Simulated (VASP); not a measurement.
Input:

```
B
1.0
    4.39940    -2.43981     0.00112
    4.39940     2.43981     0.00112
    3.04532     0.00000     4.00417
B
12
Direct
  0.01058   0.65387   0.01058
  0.01058   0.01058   0.65387
  0.65387   0.01058   0.01058
  0.98942   0.34613   0.98942
  0.98942   0.98942   0.34613
  0.34613   0.98942   0.98942
  0.22173   0.62962   0.22173
  0.22173   0.22173   0.62962
  0.62962   0.22173   0.22173
  0.77827   0.37038   0.77827
  0.77827   0.77827   0.37038
  0.37038   0.77827   0.77827
```

The numbers are results of PBEsol GGA, VASP's PBE PAW potentials (set 64) (plane waves; VASP), not measurements. Run with 520 eV cut-off, 5×5×5 Γ-centred mesh, Gaussian smearing of 0.050 eV, potentials B.

**Question.** What does the run give for the energy per atom (σ→0)?

**Answer.** 
| Item | Value |
|---|---|
| energy per atom (σ→0) | -679.2 kJ/mol-atom |

The absolute energy has meaning only against runs of the same code, potentials and settings.

The compound is B in the alpha structure. It was relaxed first. The start is the result of an earlier pass.
